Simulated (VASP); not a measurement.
# InGe: phonons from a supercell, part 2 of 3

How does the lattice of InGe vibrate? The cell is invented: it takes the structure of a Materials Project entry for GeSb (space group 123 there), with some of its atoms replaced by other elements, volume scaled by an estimate. It may not be a known or stable phase.

VASP 6.6.1; r2SCAN; plane waves and PAW (In, Ge); invented cell.

So far. Step 2 (Relax the host): The run ended after 4 ionic steps, 0.027 eV below its first step, once forces and stress met EDIFFG = -0.02. The relaxed cell has a = 2.909, c = 5.578 Å (conventional setting).

## (3) Tight relaxation

Force constants are second derivatives, so residual forces and stress must first be far smaller than in an ordinary relaxation. Smearing and mesh differ from the relaxation before, which can move the cell too.

The input, INCAR:

```
SYSTEM = InGe
PREC = Accurate
ENCUT = 350
EDIFF = 1E-08
NELM = 120
ISMEAR = 1
SIGMA = 0.2
LREAL = .FALSE.
ALGO = Normal
METAGGA = R2SCAN
LASPH = .TRUE.
NBANDS = 9
LORBIT = 11
LWAVE = .FALSE.
LCHARG = .FALSE.
KPAR = 4
IBRION = 1
NSW = 30
ISIF = 3
EDIFFG = -0.002
POTIM = 0.4
```

The input, POSCAR:

```
InGe
1.0
    2.9092738129      0.0000000000      0.0000000000
    0.0000000000      2.9092738129      0.0000000000
    0.0000000000      0.0000000000      5.5780636580
In Ge
1 1
Direct
    0.0000000000      0.0000000000      0.5000000000
    0.0000000000      0.0000000000      0.0000000000
```

The input, KPOINTS:

```
Automatic mesh
0
Gamma
11 11 6
0 0 0
```

The projector-augmented-wave data sets are In and Ge (PBE family, release 64).

Run with:

```bash
$ mpirun -np 4 vasp_std
```

Output:

```text
[banner, memory and clock lines left out]
running    4 mpi-ranks, on    1 nodes
 distrk:  each k-point on    1 cores,    4 groups
 distr:  one band on    1 cores,    1 groups

 POSCAR found type information on POSCAR InGe
 POSCAR found :  2 types and       2 ions
 [... a notice as in an earlier step ...]

 LDA part: xc-table for (None), standard interpolation
 POSCAR, INCAR and KPOINTS ok, starting setup
 FFT: planning ... GRIDC
 FFT: planning ... GRID_SOFT
 FFT: planning ... GRID
 WAVECAR not read
 entering main loop
       N       E                     dE             d eps       ncg     rms          rms(c)
DAV:   1    -0.224455672816E+02   -0.22446E+02   -0.21532E+03  1512   0.444E+02
DAV:   2    -0.359037021617E+02   -0.13458E+02   -0.13093E+02  2163   0.634E+01
DAV:   3    -0.362475923987E+02   -0.34389E+00   -0.34062E+00  1877   0.105E+01
DAV:   4    -0.362486578744E+02   -0.10655E-02   -0.10650E-02  1975   0.611E-01
DAV:   5    -0.362486596787E+02   -0.18043E-05   -0.18050E-05  1935   0.230E-02    0.306E+00
DAV:   6    -0.357835698153E+02    0.46509E+00   -0.30956E-01  1797   0.300E+00    0.200E+00
DAV:   7    -0.357861186474E+02   -0.25488E-02   -0.22145E-02  1758   0.945E-01    0.831E-01
DAV:   8    -0.357859040054E+02    0.21464E-03   -0.51121E-03  1697   0.480E-01    0.124E-01
DAV:   9    -0.357860782237E+02   -0.17422E-03   -0.37729E-04  1834   0.124E-01    0.654E-02
DAV:  10    -0.357861073273E+02   -0.29104E-04   -0.51081E-05  1728   0.470E-02    0.917E-03
DAV:  11    -0.357861096759E+02   -0.23486E-05   -0.39847E-06  1893   0.122E-02    0.184E-03
DAV:  12    -0.357861099611E+02   -0.28517E-06   -0.36343E-07  1832   0.347E-03    0.505E-04
DAV:  13    -0.357861101495E+02   -0.18837E-06   -0.63071E-08  1790   0.159E-03    0.268E-04
DAV:  14    -0.357861100893E+02    0.60180E-07   -0.28593E-09   895   0.356E-04    0.918E-05
DAV:  15    -0.357861100470E+02    0.42325E-07   -0.38849E-10   850   0.149E-04    0.576E-05
DAV:  16    -0.357861100502E+02   -0.32280E-08   -0.39371E-11   847   0.413E-05
   1 F= -.35786110E+02 E0= -.35784318E+02  d E =-.357861E+02
 BRION: g(F)=  0.000E+00 g(S)=  0.255E-01
 bond charge predicted
       N       E                     dE             d eps       ncg     rms          rms(c)
DAV:   1    -0.358114294578E+02   -0.25319E-01   -0.46695E-01  1759   0.307E+00    0.369E-01
DAV:   2    -0.358084061323E+02    0.30233E-02   -0.15825E-02  1725   0.708E-01    0.209E-01
DAV:   3    -0.358069863613E+02    0.14198E-02   -0.26641E-03  1695   0.252E-01    0.316E-02
DAV:   4    -0.358070280992E+02   -0.41738E-04   -0.20058E-04  1864   0.839E-02    0.192E-02
DAV:   5    -0.358070391372E+02   -0.11038E-04   -0.10229E-05  1749   0.200E-02    0.816E-03
DAV:   6    -0.358070412092E+02   -0.20720E-05   -0.32317E-06  1817   0.119E-02    0.109E-03
DAV:   7    -0.358070412730E+02   -0.63757E-07   -0.79626E-08  1746   0.184E-03    0.461E-04
DAV:   8    -0.358070412825E+02   -0.94868E-08   -0.43521E-08  1705   0.132E-03
   2 F= -.35807041E+02 E0= -.35807248E+02  d E =-.209312E-01
[...]
3 F= -.35812995E+02 E0= -.35813662E+02  d E =-.595347E-02
[...]
4 F= -.35813803E+02 E0= -.35814593E+02  d E =-.808552E-03
 BRION: g(F)=  0.140E-68 g(S)=  0.556E-05 retain N=  1 mean eig= 1.46
 eig:   1.460
 bond charge predicted
       N       E                     dE             d eps       ncg     rms          rms(c)
DAV:   1    -0.358138084721E+02   -0.51712E-05   -0.14227E-04  1732   0.556E-02    0.661E-03
DAV:   2    -0.358138079091E+02    0.56297E-06   -0.57127E-06  1652   0.132E-02    0.417E-03
DAV:   3    -0.358138077338E+02    0.17535E-06   -0.85533E-07  1727   0.469E-03    0.916E-04
DAV:   4    -0.358138078416E+02   -0.10782E-06   -0.93820E-08  1717   0.177E-03    0.437E-04
DAV:   5    -0.358138078628E+02   -0.21218E-07   -0.28226E-09   833   0.341E-04    0.209E-04
DAV:   6    -0.358138078803E+02   -0.17531E-07   -0.17077E-09   768   0.302E-04    0.275E-05
DAV:   7    -0.358138078764E+02    0.39807E-08   -0.81074E-11   762   0.692E-05
   5 F= -.35813808E+02 E0= -.35814588E+02  d E =-.457430E-05
 BRION: g(F)=  0.196E-68 g(S)=  0.597E-07 retain N=  2 mean eig= 2.45
 eig:   1.507  3.398
 reached required accuracy - stopping structural energy minimisation
```

It took 59 s on 4 MPI ranks of AMD EPYC 9R14 (Zen 4), shared host; peak memory 0.62 GiB; 3.9 min of CPU time.

OUTCAR, selected parts (step 3):

```text
  LATTYP: Found a simple tetragonal cell.
 ALAT       =     2.9092738129
 C/A-ratio  =     1.9173388332

The static configuration has the point symmetry D_4h.

 Found     84 irreducible k-points:

   k-points           NKPTS =     84   k-points in BZ     NKDIM =     84   number of bands    NBANDS=      9

   ENCUT  =  350.0 eV  25.72 Ry    5.07 a.u.   4.44  4.44  8.51*2*pi/ulx,y,z

   NELECT =       7.0000    total number of electrons

 E-fermi :   4.2821

 k-point     1 :       0.0000    0.0000    0.0000
  band No.  band energies     occupation
      1      -7.3508      2.00000
      2      -2.9715      2.00000
      3      -0.3243      2.00000
      4      10.8546      0.00000
      5      10.8546      0.00000
      6      11.3456      0.00000
      7      14.4478      0.00000
      8      14.7322      0.00000
    ...

 k-point     2 :       0.0909    0.0000    0.0000
  band No.  band energies     occupation
      1      -7.1975      2.00000
      2      -2.8142      2.00000
      3      -0.1665      2.00000
      4       9.1094      0.00000
      5      10.9948      0.00000
      6      11.4996      0.00000
      7      13.7551      0.00000
      8      14.8400      0.00000
    ...

  Total       -0.0011168     -0.0011168      0.0007749      0.0000000      0.0000000     -0.0000000
  in kB       -0.0377220     -0.0377220      0.0261735      0.0000000      0.0000000     -0.0000000
  external PRESSURE =      -0.0164235 kB  Pullay stress =       0.0000000 kB

  energy-cutoff  :      350.00
  volume of cell :       47.43
      direct lattice vectors                 reciprocal lattice vectors
     2.867094215 -0.000000000 -0.000000000     0.348785190  0.000000000  0.000000000
     0.000000000  2.867094215 -0.000000000     0.000000000  0.348785190 -0.000000000
    -0.000000000  0.000000000  5.770235498     0.000000000  0.000000000  0.173303152

 POSITION                                       TOTAL-FORCE (eV/Angst)
 -----------------------------------------------------------------------------------
     -0.00000      0.00000      2.88512         0.000000     -0.000000      0.000000
     -0.00000      0.00000      0.00000        -0.000000      0.000000      0.000000
 -----------------------------------------------------------------------------------
    total drift:                                0.000000      0.000000     -0.000000

  FREE ENERGIE OF THE ION-ELECTRON SYSTEM (eV)
  ---------------------------------------------------
  free  energy   TOTEN  =       -35.8138078764 eV

  energy  without entropy=      -35.8161487281  energy(sigma->0) =      -35.81458816

 total charge
# of ion       s       p       d       tot
------------------------------------------
    1        1.300   1.247   0.131   2.679
    2        1.227   0.974   0.037   2.238
--------------------------------------------------
tot          2.527   2.221   0.169   4.917

[... 3 parts as in an earlier step ...]

[... 7 further parts left out ...]
```

CONTCAR:

```
InGe
   1.00000000000000
     2.8670942147864902   -0.0000000000000000   -0.0000000000000000
     0.0000000000000000    2.8670942147864902   -0.0000000000000000
    -0.0000000000000000    0.0000000000000000    5.7702354984350679
  In              Ge
     1     1
Direct
     0.0000000000000000   -0.0000000000000000    0.5000000000000000
    -0.0000000000000000    0.0000000000000000    0.0000000000000000
```

Relaxation path:

| step | energy less that of the first step (eV) | largest force (eV/Å) | pressure (GPa) | volume (Å³) |
| --- | --- | --- | --- | --- |
| 1 | 0.0000 | 0.0000 | 0.65 | 47.21 |
| 2 | -0.0209 | 0.0000 | -0.19 | 47.73 |
| 3 | -0.0269 | 0.0000 | -0.02 | 47.42 |
| 4 | -0.0277 | 0.0000 | -0.02 | 47.45 |
| 5 | -0.0277 | 0.0000 | 0.00 | 47.43 |

| conventional cell, symmetrised | before | after | change |
| --- | --- | --- | --- |
| a (Å) | 2.909 | 2.867 | -1.4 % |
| b (Å) | 2.909 | 2.867 | -1.4 % |
| c (Å) | 5.578 | 5.770 | +3.4 % |
| volume (Å³/atom) | 23.61 | 23.72 | +0.5 % |

The relaxed structure:

```xyz
2
Lattice="2.8671 0.0000 0.0000 0.0000 2.8671 0.0000 0.0000 0.0000 5.7702" Properties=species:S:1:pos:R:3 pbc="T T T"
In    0.0000    0.0000    2.8851
Ge    0.0000    0.0000    0.0000
```

This step gave:

```
electronic cycles       : 47
free energy (TOTEN)     : -35.81 eV
energy at zero smearing : -35.81 eV
Fermi energy            : 4.282 eV
pressure                : -0.001642 GPa
```

The run ended after 5 ionic steps, 0.028 eV below its first step, once forces and stress met EDIFFG = -0.002.

## (4) Force constants in the supercell

System of this step: InGe. It takes space group P4/mmm (No. 123, tetragonal). Conventional cell: a = 2.867 Å, b = 2.867 Å, c = 5.770 Å, α = 90.00°, β = 90.00°, γ = 90.00°. Nearest to In lie 4 In at 2.87 Å and 2 Ge at 2.89 Å. Nearest to Ge lie 4 Ge at 2.87 Å and 2 In at 2.89 Å. it takes the structure of a Materials Project entry for GeSb (space group 123 there), with some of its atoms replaced by other elements, volume scaled by an estimate. Farther neighbours are not listed.

Each independent atom is moved by 0.015 Å both ways; the forces give the force constants out to half the supercell.

The input, INCAR:

```
SYSTEM = InGe
PREC = Accurate
ENCUT = 350
EDIFF = 1E-07
NELM = 120
ISMEAR = 1
SIGMA = 0.2
LREAL = Auto
ALGO = Normal
METAGGA = R2SCAN
LASPH = .TRUE.
LWAVE = .FALSE.
LCHARG = .FALSE.
KPAR = 4
IBRION = 6
NSW = 1
NFREE = 2
POTIM = 0.015
ISIF = 0
ADDGRID = .TRUE.
```

The input, POSCAR:

```
InGe
1.0
    8.6012826444      0.0000000000      0.0000000000
    0.0000000000      8.6012826444      0.0000000000
    0.0000000000      0.0000000000     11.5404709968
In Ge
18 18
Direct
    0.0000000000      0.0000000000      0.2500000000
    0.0000000000      0.0000000000      0.7500000000
    0.0000000000      0.3333333333      0.2500000000
    0.0000000000      0.3333333333      0.7500000000
    0.0000000000      0.6666666667      0.2500000000
    0.0000000000      0.6666666667      0.7500000000
    0.3333333333      0.0000000000      0.2500000000
    0.3333333333      0.0000000000      0.7500000000
    0.3333333333      0.3333333333      0.2500000000
    0.3333333333      0.3333333333      0.7500000000
    0.3333333333      0.6666666667      0.2500000000
    0.3333333333      0.6666666667      0.7500000000
    0.6666666667      0.0000000000      0.2500000000
    0.6666666667      0.0000000000      0.7500000000
    0.6666666667      0.3333333333      0.2500000000
    0.6666666667      0.3333333333      0.7500000000
    0.6666666667      0.6666666667      0.2500000000
    0.6666666667      0.6666666667      0.7500000000
    0.0000000000      0.0000000000      0.0000000000
    0.0000000000      0.0000000000      0.5000000000
    0.0000000000      0.3333333333      0.0000000000
    0.0000000000      0.3333333333      0.5000000000
    0.0000000000      0.6666666667      0.0000000000
    0.0000000000      0.6666666667      0.5000000000
    0.3333333333      0.0000000000      0.0000000000
    0.3333333333      0.0000000000      0.5000000000
    0.3333333333      0.3333333333      0.0000000000
    0.3333333333      0.3333333333      0.5000000000
    0.3333333333      0.6666666667      0.0000000000
    0.3333333333      0.6666666667      0.5000000000
    0.6666666667      0.0000000000      0.0000000000
    0.6666666667      0.0000000000      0.5000000000
    0.6666666667      0.3333333333      0.0000000000
    0.6666666667      0.3333333333      0.5000000000
    0.6666666667      0.6666666667      0.0000000000
    0.6666666667      0.6666666667      0.5000000000
```

The input, KPOINTS:

```
Automatic mesh
0
Gamma
4 4 3
0 0 0
```

Run with:

```bash
$ mpirun -np 4 vasp_std
```

Output:

```text
[banner, memory and clock lines left out]
running    4 mpi-ranks, on    1 nodes
 distrk:  each k-point on    1 cores,    4 groups
 distr:  one band on    1 cores,    1 groups

 POSCAR found type information on POSCAR InGe
 POSCAR found :  2 types and      36 ions
 [... a notice as in an earlier step ...]

 LDA part: xc-table for (None), standard interpolation
 POSCAR, INCAR and KPOINTS ok, starting setup
 FFT: planning ... GRIDC
 FFT: planning ... GRID_SOFT
 FFT: planning ... GRID
 WAVECAR not read
 entering main loop
       N       E                     dE             d eps       ncg     rms          rms(c)
DAV:   1    -0.115417680034E+03   -0.11542E+03   -0.35486E+04  1968   0.932E+02
DAV:   2    -0.607606728404E+03   -0.49219E+03   -0.47265E+03  2280   0.152E+02
DAV:   3    -0.652055132834E+03   -0.44448E+02   -0.42683E+02  2408   0.461E+01
DAV:   4    -0.653329831849E+03   -0.12747E+01   -0.12447E+01  2368   0.775E+00
DAV:   5    -0.653364446414E+03   -0.34615E-01   -0.34474E-01  2536   0.111E+00    0.127E+01
DAV:   6    -0.645435775536E+03    0.79287E+01   -0.37259E+00  2288   0.554E+00    0.835E+00
DAV:   7    -0.645499279363E+03   -0.63504E-01   -0.57181E-01  2408   0.206E+00    0.883E-01
DAV:   8    -0.645501644372E+03   -0.23650E-02   -0.19775E-02  2432   0.373E-01    0.630E-01
DAV:   9    -0.645505663984E+03   -0.40196E-02   -0.13264E-02  2416   0.308E-01    0.225E-01
DAV:  10    -0.645505172662E+03    0.49132E-03   -0.17420E-03  2352   0.107E-01    0.473E-02
DAV:  11    -0.645505173956E+03   -0.12940E-05   -0.47542E-04  2480   0.420E-02    0.258E-02
DAV:  12    -0.645505184619E+03   -0.10663E-04   -0.50977E-05  2360   0.177E-02    0.523E-03
DAV:  13    -0.645505191787E+03   -0.71677E-05   -0.36778E-06  2288   0.543E-03    0.151E-03
DAV:  14    -0.645505192217E+03   -0.43058E-06   -0.41334E-07  2120   0.146E-03    0.629E-04
DAV:  15    -0.645505191281E+03    0.93616E-06   -0.60778E-08  1344   0.650E-04    0.209E-04
DAV:  16    -0.645505191013E+03    0.26836E-06   -0.67877E-09  1344   0.271E-04    0.173E-04
DAV:  17    -0.645505191095E+03   -0.82284E-07   -0.16485E-09  1344   0.106E-04
   1 F= -.64550519E+03 E0= -.64551954E+03  d E =0.430440E-01
 Found     4 degrees of freedom:
 Finite differences POTIM= 0.01500 DOF=   4
 bond charge predicted
       N       E                     dE             d eps       ncg     rms          rms(c)
DAV:   1    -0.645504342826E+03    0.84819E-03   -0.21136E-02  3048   0.306E-01    0.743E-02
DAV:   2    -0.645504516019E+03   -0.17319E-03   -0.12478E-03  3510   0.684E-02    0.141E-02
DAV:   3    -0.645504519108E+03   -0.30890E-05   -0.28647E-05  3564   0.114E-02    0.907E-03
DAV:   4    -0.645504520763E+03   -0.16555E-05   -0.48318E-06  3416   0.517E-03    0.266E-03
DAV:   5    -0.645504520960E+03   -0.19668E-06   -0.37662E-07  3340   0.141E-03    0.201E-03
DAV:   6    -0.645504520994E+03   -0.33547E-07   -0.77271E-08  2086   0.721E-04
   2 F= -.64550452E+03 E0= -.64551886E+03  d E =0.430319E-01
[...]
3 F= -.64550452E+03 E0= -.64551886E+03  d E =0.430319E-01
[...]
4 F= -.64550483E+03 E0= -.64551917E+03  d E =0.430328E-01
[...]
5 F= -.64550483E+03 E0= -.64551917E+03  d E =0.430328E-01
[...]
6 F= -.64550507E+03 E0= -.64551942E+03  d E =0.430332E-01
[...]
7 F= -.64550507E+03 E0= -.64551942E+03  d E =0.430332E-01
[...]
8 F= -.64550478E+03 E0= -.64551912E+03  d E =0.430332E-01
 Finite differences progress:
  Degree of freedom:   4/  4
  Displacement:        1/  2
  Total:               7/  8
 bond charge predicted
       N       E                     dE             d eps       ncg     rms          rms(c)
DAV:   1    -0.645502818144E+03    0.19587E-02   -0.22493E-01  1986   0.108E+00    0.151E-01
DAV:   2    -0.645504740551E+03   -0.19224E-02   -0.13065E-02  2274   0.234E-01    0.378E-02
DAV:   3    -0.645504767092E+03   -0.26541E-04   -0.32620E-04  2484   0.353E-02    0.248E-02
DAV:   4    -0.645504775328E+03   -0.82352E-05   -0.49038E-05  2272   0.165E-02    0.727E-03
DAV:   5    -0.645504776510E+03   -0.11823E-05   -0.79980E-06  2246   0.601E-03    0.618E-03
DAV:   6    -0.645504776733E+03   -0.22348E-06   -0.66737E-07  2392   0.198E-03    0.244E-03
DAV:   7    -0.645504776705E+03    0.27861E-07   -0.15514E-07  1570   0.966E-04
   9 F= -.64550478E+03 E0= -.64551912E+03  d E =0.430332E-01
 Finite differences progress:
  Degree of freedom:   4/  4
  Displacement:        2/  2
  Total:               8/  8
```

The job ended after 40 min (4 MPI ranks; peak memory 5.2 GiB).

(Continued in part 3 of 3.)

[Lines on the potential files, build, host, timing and source positions are cut from VASP's logs without a mark.]

[Logs are printed without paths, hosts, clocks, repeated set-up lines and the standing remarks that a program may print on its own settings, such as how far it seeks lower states.]

[Hosts, paths, dates, database ids (printed as entryN), source tags and the programs' standing remarks are cut or masked in the printed files.]

[Runs that stopped without an error message from VASP are left out.]
